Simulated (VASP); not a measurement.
CsPbCl3 (cubic perovskite), at 0.96 of the tabulated volume:

```
CELL_PARAMETERS angstrom
      5.53418     0.00000     0.00000
      0.00000     5.53418     0.00000
      0.00000     0.00000     5.53418
ATOMIC_POSITIONS crystal
  Cs 0.00000 0.00000 0.00000
  Pb 0.50000 0.50000 0.50000
  Cl 0.50000 0.00000 0.50000
  Cl 0.00000 0.50000 0.50000
  Cl 0.50000 0.50000 0.00000
```

The highest filled band near R, direction [100], from PBE with spin-orbit coupling in VASP (PAW); its two spin partners are averaged. The gap over the points computed is 0.69 eV, and the next band on that side lies 2.52 eV away at the edge.

Run with 400 eV cut-off, 5×5×5 Γ-centred mesh, Gaussian smearing of 0.050 eV, potentials Cs_sv Pb_d Cl.

```tsv
distance from the edge in k (1/Å)	distance in energy (meV)
0.012	4.5
0.018	10.0
0.025	19.0
0.035	36.1
0.050	69.8
0.070	125.1
```

**Question.** Fit E(1 + αE) = ħ²k²/2m* (ħ²/2m0 = 3.810 eV Å²) and predict the row at 0.095 1/Å.

**Answer.** Least squares on the energies gives the hole mass m* = 0.121 m0 and α = 1.88 per eV, and so 205.4 meV. The run gave 203.2 meV, -2.2 meV from the fit.

Left out are points under 3 meV from the edge, since the levels carry 0.1 meV, and points farther than half the way to the next band.

The compound is CsPbCl3 in the cubic perovskite structure, the ideal cubic form; the compound distorts at low or room temperature. The cell was not relaxed at this level.
